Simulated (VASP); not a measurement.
A convergence study with VASP on Al (fcc): a few settings are varied, all else stays as given below, so the limit is that of these other settings. The cell's lengths are 1 % over those of the tabulated start, so it is off equilibrium.

```
Al
1.0
    0.00000     2.04525     2.04525
    2.04525     0.00000     2.04525
    2.04525     2.04525     0.00000
Al
1
Cartesian
  0.00000   0.00000   0.00000
```

Calculation: PBE GGA, VASP's PBE PAW potentials (set 64) (plane waves; VASP). The last row used: ADDGRID = .TRUE., 500 eV cut-off, 17×17×17 Γ-centred mesh, first-order Methfessel-Paxton smearing of 0.10 eV, potentials Al.

| setting | E (eV/atom) | pressure (GPa) | plane waves |
|---|---|---|---|
| ADDGRID = unset, ENCUT = 200, PREC = Low | -3.7293 | -2.35 | 118 |
| ADDGRID = unset, ENCUT = 200, PREC = Normal | -3.7269 | -2.57 | 118 |
| ADDGRID = .TRUE., ENCUT = 200, PREC = Normal | -3.7269 | -2.57 | 118 |
| ADDGRID = .TRUE., ENCUT = 200, PREC = Accurate | -3.7267 | -2.58 | 118 |
| ADDGRID = unset, ENCUT = 300, PREC = Low | [?] | [?] | 210 |
| ADDGRID = unset, ENCUT = 300, PREC = Normal | -3.7389 | -2.72 | 210 |
| ADDGRID = .TRUE., ENCUT = 300, PREC = Normal | -3.7389 | -2.72 | 210 |
| ADDGRID = .TRUE., ENCUT = 300, PREC = Accurate | -3.7389 | -2.73 | 210 |
| ADDGRID = unset, ENCUT = 400, PREC = Low | [?] | -2.70 | 331 |
| ADDGRID = unset, ENCUT = 400, PREC = Normal | -3.7419 | -2.70 | 331 |
| ADDGRID = .TRUE., ENCUT = 400, PREC = Normal | -3.7419 | -2.70 | 331 |
| ADDGRID = .TRUE., ENCUT = 400, PREC = Accurate | -3.7419 | -2.70 | 331 |
| ADDGRID = unset, ENCUT = 500, PREC = Low | -3.7423 | -2.69 | 448 |
| ADDGRID = unset, ENCUT = 500, PREC = Normal | -3.7423 | -2.68 | 448 |
| ADDGRID = .TRUE., ENCUT = 500, PREC = Normal | -3.7423 | -2.68 | 448 |
| ADDGRID = .TRUE., ENCUT = 500, PREC = Accurate | -3.7423 | -2.68 | 448 |

Complete the blanks.

- ADDGRID = unset, ENCUT = 400, PREC = Low, E (eV/atom): -3.7434
- ADDGRID = unset, ENCUT = 300, PREC = Low, E (eV/atom): -3.7414
- ADDGRID = unset, ENCUT = 300, PREC = Low, pressure (GPa): -2.51

Left out are rungs that failed or repeat a setting and relaxations that didn't move; long series are thinned to 24 rows.

The compound is Al in the fcc structure. The cell was not relaxed at this level.
